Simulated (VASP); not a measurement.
**Fe (Iron-alpha): the relaxed cell at several levels**

Which functional gives the lattice of Fe (Iron-alpha) as experiment finds it, and is a dearer one worth its cost? The levels: LDA, PBEsol, PBE, r2SCAN, PBE + D3(BJ), r2SCAN + rVV10, optB86b-vdW and PBEsol + D3(BJ). LASPH is on for some levels and off for others; the table marks which. The start is a cell from a database of measured crystal structures.

Main program and level: VASP 6.6.1; LDA, spin-polarised from a ferromagnetic start (one magnetic atom a cell); plane waves and PAW (Fe), in the first sound run; inputs show where later runs differ.

**Measured values to reproduce.**

“Abiotic ammonium formation in the presence of Ni-Fe metals and alloys and its implications for the Hadean nitrogen cycle” (2008, pmc:2430951) reports for Fe, bcc, by powder XRD, LeBail refinement (commercial iron metal powder): lattice constant a (cubic cell parameter a) 2.866 ± 0.001 Å [commercial metal powder; measurement temperature not stated].

Report form: the programs' logs are mostly left out.

## (1) Starting point

Before any relaxation, the start is as follows. Symmetry: Im-3m, No. 229, cubic system. The conventional cell has a = 2.866 Å, b = 2.866 Å, c = 2.866 Å, α = 90.00°, β = 90.00°, γ = 90.00°. Fe has 8 Fe at 2.48 Å nearest.

## (2) Relaxation with LDA

The start need not lie at this functional's minimum. ISIF = 3 frees volume, shape and positions, and EDIFFG sets the threshold on forces and stress at which the search stops. LDA, the lowest rung, knows the local density alone.

Contents of INCAR:

```
SYSTEM = Fe
PREC = Accurate
ENCUT = 520
EDIFF = 1E-06
NELM = 100
ISMEAR = -1
SIGMA = 0.05
LREAL = .FALSE.
ALGO = Normal
GGA = CA
NBANDS = 10
ISPIN = 2
MAGMOM = 3
LMAXMIX = 4
LORBIT = 11
LWAVE = .FALSE.
LCHARG = .FALSE.
KPAR = 2
IBRION = 2
NSW = 60
ISIF = 3
EDIFFG = -0.01
```

Contents of POSCAR:

```
Fe
1.0
   -1.4332500000      1.4332500000      1.4332500000
    1.4332500000     -1.4332500000      1.4332500000
    1.4332500000      1.4332500000     -1.4332500000
Fe
1
Direct
    0.0000000000      0.0000000000      0.0000000000
```

Contents of KPOINTS:

```
Automatic mesh
0
Gamma
13 13 13
0 0 0
```

The projector-augmented-wave data sets are Fe (PBE family, release 64).

Launch:

```console
$ mpirun -np 2 vasp_std
```

Run time: 27 s. Hardware: 2 MPI ranks of AMD EPYC 7R43, shared host; peak memory 0.2 GiB; 51 s of CPU time.

The cell holds one magnetic atom, so no antiferromagnetic order fits into it. The PAW data sets were made with PBE, though LDA sets exist; this is a small mismatch. After so large a change of volume the plane waves of the start cell no longer fit, so the final stress carries a basis-set error. The run keeps the 48 symmetry operations of its start, so it cannot find a distortion of lower symmetry.

Relaxation path:

| step | energy less that of the first step (eV) | largest force (eV/Å) | pressure (GPa) | volume (Å³) |
| --- | --- | --- | --- | --- |
| 1 | 0.0000 | 0.0000 | -23.79 | 11.78 |
| 2 | 0.0681 | 0.0000 | 49.04 | 9.04 |
| 3 | -0.1156 | 0.0000 | -0.51 | 10.44 |
| 4 | -0.1156 | 0.0000 | 0.10 | 10.41 |

| conventional cell, symmetrised | before | after | change |
| --- | --- | --- | --- |
| a (Å) | 2.866 | 2.751 | -4.0 % |
| b (Å) | 2.866 | 2.751 | -4.0 % |
| c (Å) | 2.866 | 2.751 | -4.0 % |
| volume (Å³/atom) | 11.78 | 10.41 | -11.6 % |

Final coordinates:

```
Fe
1.0
    -1.37570    1.37570    1.37570
     1.37570   -1.37570    1.37570
     1.37570    1.37570   -1.37570
Fe
1
Direct
  0.00000 0.00000 0.00000
```

Numbers from this step:

- electrons: 8
- bands: 10
- irreducible k-points: 84
- symmetry operations: 48
- free energy (TOTEN): -9.241 eV
- energy at zero smearing: -9.237 eV
- Fermi energy: 6.534 eV
- pressure: 0.1012 GPa
- moment of the cell, from the last line of the log: 1.981 μB
- metallic: yes
- SCF cycles over all ionic steps: 39

Spin moment in the PAW sphere by atom:

| atom | spin moment in the PAW sphere (μB) |
| --- | --- |
| Fe1 | 1.95 |

It ends with forces that vanish by symmetry and a pressure of 0.10 GPa. The volume lies -11.6 % from that of the database's start, which holds the thermal and zero-point expansion of its experiment. LDA is known to overbind. The conventional cell has a = 2.751 Å. The largest moment is 1.95 μB.

## (3) Relaxation with PBEsol

This step: PBEsol, spin-polarised from a ferromagnetic start (one magnetic atom a cell); plane waves and PAW (Fe) (VASP 6.6.1).

PBEsol restores the gradient expansion of exchange and is tuned for the cells of solids.

Edit INCAR of step 2 so:

```diff
@@ -9,3 +9,3 @@
 ALGO = Normal
-GGA = CA
+GGA = PS
 NBANDS = 10
```

POSCAR is that of step 2.

KPOINTS is that of step 2.

Launch:

```console
$ mpirun -np 2 vasp_std
```

Run time: 22 s. Hardware: 2 MPI ranks; peak memory 0.2 GiB; 42 s of CPU time.

LASPH is off, so gradient terms of the non-spherical density inside the spheres are left out; for open d or f shells this can shift gaps and moments. The PAW data sets were made with PBE, which is usual practice but a small mismatch for other functionals.

Relaxation path:

| step | energy less that of the first step (eV) | largest force (eV/Å) | pressure (GPa) | volume (Å³) |
| --- | --- | --- | --- | --- |
| 1 | 0.0000 | 0.0000 | -15.31 | 11.78 |
| 2 | 0.0016 | 0.0000 | 22.71 | 9.96 |
| 3 | -0.0519 | 0.0000 | -0.12 | 10.80 |

| conventional cell, symmetrised | before | after | change |
| --- | --- | --- | --- |
| a (Å) | 2.866 | 2.785 | -2.8 % |
| b (Å) | 2.866 | 2.785 | -2.8 % |
| c (Å) | 2.866 | 2.785 | -2.8 % |
| volume (Å³/atom) | 11.78 | 10.80 | -8.3 % |

The relaxed structure:

```cif
data_structure
_symmetry_space_group_name_H-M 'P 1'
_symmetry_Int_Tables_number 1
_cell_length_a 2.4120
_cell_length_b 2.4120
_cell_length_c 2.4120
_cell_angle_alpha 109.471
_cell_angle_beta 109.471
_cell_angle_gamma 109.471
_cell_volume 10.80
loop_
_atom_site_label
_atom_site_type_symbol
_atom_site_fract_x
_atom_site_fract_y
_atom_site_fract_z
_atom_site_occupancy
Fe1 Fe 0.00000 0.00000 0.00000 1
```

Numbers from this step:

- free energy (TOTEN): -8.918 eV
- energy at zero smearing: -8.913 eV
- Fermi energy: 6.249 eV
- pressure: -0.1221 GPa
- moment of the cell, from the last line of the log: 2.078 μB
- SCF cycles over all ionic steps: 31

Spin moment in the PAW sphere by atom:

| atom | spin moment in the PAW sphere (μB) |
| --- | --- |
| Fe1 | 2.06 |

It ends at 10.80 Å³/atom, -8.3 % from the start, with -0.12 GPa left. The conventional cell has a = 2.785 Å. The largest moment is 2.06 μB.

## (4) Relaxation with PBE

This step: PBE, spin-polarised from a ferromagnetic start (one magnetic atom a cell); plane waves and PAW (Fe) (VASP 6.6.1).

PBE, the usual starting point, adds the gradient of the density.

Edit INCAR of step 3 so:

```diff
@@ -9,3 +9,3 @@
 ALGO = Normal
-GGA = PS
+GGA = PE
 NBANDS = 10
```

POSCAR is that of step 3.

KPOINTS is that of step 3.

Launch:

```console
$ mpirun -np 2 vasp_std
```

The job ended after 21 s (2 MPI ranks; peak memory 0.21 GiB; 40 s of CPU time).

Relaxation path:

| step | energy less that of the first step (eV) | largest force (eV/Å) | pressure (GPa) | volume (Å³) |
| --- | --- | --- | --- | --- |
| 1 | 0.0000 | 0.0000 | -6.57 | 11.78 |
| 2 | -0.0032 | 0.0000 | 6.42 | 10.97 |
| 3 | -0.0098 | 0.0000 | -0.06 | 11.32 |

| conventional cell, symmetrised | before | after | change |
| --- | --- | --- | --- |
| a (Å) | 2.866 | 2.829 | -1.3 % |
| b (Å) | 2.866 | 2.829 | -1.3 % |
| c (Å) | 2.866 | 2.829 | -1.3 % |
| volume (Å³/atom) | 11.78 | 11.32 | -3.9 % |

Final coordinates:

```xyz
1
Lattice="-1.4145 1.4145 1.4145 1.4145 -1.4145 1.4145 1.4145 1.4145 -1.4145" Properties=species:S:1:pos:R:3 pbc="T T T"
Fe    0.0000    0.0000    0.0000
```

Spin moment in the PAW sphere by atom:

| atom | spin moment in the PAW sphere (μB) |
| --- | --- |
| Fe1 | 2.15 |

It ends at 11.32 Å³/atom, -3.9 % from the start, with -0.06 GPa left. The conventional cell has a = 2.829 Å. Against its usual tendency, PBE gives a cell smaller than the listed one. The largest moment is 2.15 μB.

## (5) Relaxation with r2SCAN

This step: r2SCAN, spin-polarised from a ferromagnetic start (one magnetic atom a cell); plane waves and PAW (Fe) (VASP 6.6.1).

r2SCAN adds the kinetic-energy density, costs more than a GGA and is run with LASPH.

Edit INCAR of step 4 so:

```diff
@@ -9,3 +9,4 @@
 ALGO = Normal
-GGA = PE
+METAGGA = R2SCAN
+LASPH = .TRUE.
 NBANDS = 10
```

POSCAR is that of step 4.

KPOINTS is that of step 4.

Launch:

```console
$ mpirun -np 2 vasp_std
```

Elapsed: 94 s, on 2 MPI ranks; peak memory 0.19 GiB; 3.1 min of CPU time.

SCAN-type functionals tend to overstate the moments of itinerant magnets.

Little changed from the start: no atom moved by 0.005 Å and no cell edge by 0.1 %.

Spin moment in the PAW sphere by atom:

| atom | spin moment in the PAW sphere (μB) |
| --- | --- |
| Fe1 | 2.72 |

It ends at 11.75 Å³/atom, -0.2 % from the start, with 0.05 GPa left. The conventional cell has a = 2.864 Å. The largest moment is 2.72 μB.

## (6) Relaxation with PBE + D3(BJ)

This step: PBE with D3(BJ), spin-polarised from a ferromagnetic start (one magnetic atom a cell); plane waves and PAW (Fe) (VASP 6.6.1).

A dispersion term adds the long-range attraction that semilocal functionals lack. D3 with Becke-Johnson damping keeps a finite attraction at short range.

Edit INCAR of step 5 so:

```diff
@@ -9,4 +9,4 @@
 ALGO = Normal
-METAGGA = R2SCAN
-LASPH = .TRUE.
+GGA = PE
+IVDW = 12
 NBANDS = 10
```

POSCAR is that of step 5.

KPOINTS is that of step 5.

Launch:

```console
$ mpirun -np 2 vasp_std
```

It took 21 s on 2 MPI ranks; peak memory 0.22 GiB.

Dispersion corrections of this kind ignore metallic screening and tend to overbind metals.

Spin moment in the PAW sphere by atom:

| atom | spin moment in the PAW sphere (μB) |
| --- | --- |
| Fe1 | 2.10 |

It ends at 11.02 Å³/atom, -6.4 % from the start, with -0.10 GPa left. The conventional cell has a = 2.804 Å. The largest moment is 2.10 μB. Against plain PBE, the dispersion term moves a by -0.9 %.

## (7) Relaxation with r2SCAN + rVV10

This step: r2SCAN with rVV10, spin-polarised from a ferromagnetic start (one magnetic atom a cell); plane waves and PAW (Fe) (VASP 6.6.1).

LUSE_VDW switches on a nonlocal correlation term for dispersion.

Edit INCAR of step 6 so:

```diff
@@ -9,4 +9,8 @@
 ALGO = Normal
-GGA = PE
-IVDW = 12
+METAGGA = R2SCAN
+LUSE_VDW = .TRUE.
+IVDW_NL = 2
+BPARAM = 11.95
+CPARAM = 0.0093
+LASPH = .TRUE.
 NBANDS = 10
```

POSCAR is that of step 6.

KPOINTS is that of step 6.

Launch:

```console
$ mpirun -np 2 vasp_std
```

It took 2.1 min on 2 MPI ranks; peak memory 0.29 GiB.

It ends at 11.66 Å³/atom, -1.0 % from the start, with 0.03 GPa left. The conventional cell has a = 2.857 Å. The largest moment is 2.71 μB. Against plain r2SCAN, the dispersion term moves a by -0.2 %.

## (8) Relaxation with optB86b-vdW

This step: optB86b-vdW, spin-polarised from a ferromagnetic start (one magnetic atom a cell); plane waves and PAW (Fe) (VASP 6.6.1).

optB86b-vdW pairs nonlocal correlation with a less repulsive exchange of B86b form.

Edit INCAR of step 7 so:

```diff
@@ -9,7 +9,7 @@
 ALGO = Normal
-METAGGA = R2SCAN
+GGA = MK
+AGGAC = 0
 LUSE_VDW = .TRUE.
-IVDW_NL = 2
-BPARAM = 11.95
-CPARAM = 0.0093
+PARAM1 = 0.1234
+PARAM2 = 1
 LASPH = .TRUE.
```

POSCAR is that of step 7.

KPOINTS is that of step 7.

Launch:

```console
$ mpirun -np 2 vasp_std
```

Run time: 51 s. Hardware: 2 MPI ranks; peak memory 0.39 GiB.

It ends at 11.01 Å³/atom, -6.5 % from the start, with -0.06 GPa left. The conventional cell has a = 2.803 Å. The largest moment is 2.06 μB.

## (9) Relaxation with PBEsol + D3(BJ)

This step: PBEsol with D3(BJ), spin-polarised from a ferromagnetic start (one magnetic atom a cell); plane waves and PAW (Fe) (VASP 6.6.1).

Edit INCAR of step 8 so:

```diff
@@ -9,8 +9,4 @@
 ALGO = Normal
-GGA = MK
-AGGAC = 0
-LUSE_VDW = .TRUE.
-PARAM1 = 0.1234
-PARAM2 = 1
-LASPH = .TRUE.
+GGA = PS
+IVDW = 12
 NBANDS = 10
```

POSCAR is that of step 8.

KPOINTS is that of step 8.

Launch:

```console
$ mpirun -np 2 vasp_std
```

Wall time 40 s (2 MPI ranks); peak memory 0.22 GiB.

Spin moment in the PAW sphere by atom:

| atom | spin moment in the PAW sphere (μB) |
| --- | --- |
| Fe1 | 2.02 |

It ends at 10.55 Å³/atom, -10.5 % from the start, with -0.01 GPa left. The conventional cell has a = 2.763 Å. The largest moment is 2.02 μB. Against plain PBEsol, the dispersion term moves a by -0.8 %.

## (10) The cells as a table

This step: relaxed cells at several levels; plane waves and PAW (VASP 6.6.1).

This step runs nothing: it gathers the runs above.

Lengths are those of the conventional cell; cost is the wall time of each run, as given at its step, times its ranks, without the set-up around it; LASPH differs between rows, which moves results and costs too. Results by level, by row:

| level | volume (Å³/atom) | change from the start (%) | a (Å) | largest site moment (μB) | cost (core minutes) | LASPH |
| --- | --- | --- | --- | --- | --- | --- |
| LDA | 10.41 | -11.6 | 2.751 | 1.95 | 0.9 | off |
| PBEsol | 10.8 | -8.3 | 2.785 | 2.06 | 0.733 | off |
| PBE | 11.32 | -3.9 | 2.829 | 2.148 | 0.7 | off |
| r2SCAN | 11.75 | -0.2 | 2.864 | 2.716 | 3.13 | on |
| PBE + D3(BJ) | 11.02 | -6.4 | 2.804 | 2.103 | 0.7 | off |
| r2SCAN + rVV10 | 11.66 | -1 | 2.857 | 2.712 | 4.13 | on |
| optB86b-vdW | 11.01 | -6.5 | 2.803 | 2.064 | 1.7 | on |
| PBEsol + D3(BJ) | 10.55 | -10.5 | 2.763 | 2.016 | 1.33 | off |

## (11) What came out

- volume, LDA: 10.41 Å³/atom
- volume, PBEsol: 10.80 Å³/atom
- volume, PBE: 11.32 Å³/atom
- volume, r2SCAN: 11.75 Å³/atom
- volume, PBE + D3(BJ): 11.02 Å³/atom
- volume, r2SCAN + rVV10: 11.66 Å³/atom
- volume, optB86b-vdW: 11.01 Å³/atom
- volume, PBEsol + D3(BJ): 10.55 Å³/atom

**Reading.** For Fe (Iron-alpha) the levels give volumes between 10.41 Å³/atom (LDA) and 11.75 Å³/atom (r2SCAN), a spread of 12.8 %, while the cost of the finished runs spans a factor of 5.9. Within 1 % of experiment on every length: r2SCAN and r2SCAN + rVV10. The nearest is r2SCAN. Thermal and zero-point expansion, often some tenths of a per cent in length, bear on this order: with the measured lengths lowered by an assumed 0.4 % the nearest becomes r2SCAN + rVV10. The costs hold the number of ionic steps as well as the price of the functional. SCAN-type functionals tend to overstate the moments of itinerant magnets. The closing table has room for seven levels; PBEsol + D3(BJ) stands in the table of levels alone. Adding D3(BJ) to PBE changes the volume by -2.6 % (a by -0.9 %). Adding rVV10 to r2SCAN changes the volume by -0.7 % (a by -0.2 %). Adding D3(BJ) to PBEsol changes the volume by -2.4 % (a by -0.8 %). Pairwise corrections of the D and TS kind ignore the screening in a metal, so they may overbind here. Within 0.02 Å all end in space group Im-3m; the runs can't lower the symmetry of the start. Only the typed magnetic starts were tried, so the magnetic ground state may differ and with it the other results. LASPH is on for some levels and off for others, so differences between them are not the functional's alone. The largest site moment differs between levels, from 1.95 μB (LDA) to 2.72 μB (r2SCAN); larger moments and larger volumes go together in magnets, so the two can't be judged apart. Each is a single relaxation on the plane waves of the start cell, so larger changes of volume carry a basis-set error that was not tested here.

Comparison with the measured values:

| quantity | measured | LDA | PBEsol | PBE | r2SCAN | PBE + D3(BJ) | r2SCAN + rVV10 | optB86b-vdW |
| --- | --- | --- | --- | --- | --- | --- | --- | --- |
| lattice constant a (Å) | 2.866 | 2.751 (-4.0 %) | 2.785 (-2.8 %) | 2.829 (-1.3 %) | 2.864 (-0.1 %) | 2.804 (-2.2 %) | 2.857 (-0.3 %) | 2.803 (-2.2 %) |

Measured values from pmc:2430951 (2008).

Verdict: For the lattice constant a, of the levels listed nearest comes r2SCAN (-0.1 %, good agreement) and farthest LDA (-4.0 %, a clear miss). The grades are ours: good and fair within 0.7 and 1.5 % for the lattice constant a. Zero-point motion and thermal expansion are not in the computed lattice constants.

[Lines on the potential files, build, host, timing and source positions are cut from VASP's logs without a mark.]

[Logs are printed without paths, hosts, clocks, repeated set-up lines and the standing remarks that a program may print on its own settings, such as how far it seeks lower states.]

[Hosts, paths, dates, database ids (printed as entryN), source tags and the programs' standing remarks are cut or masked in the printed files.]

[A measured line is paired with the nearest computed mode of its activity, which favours agreement.]
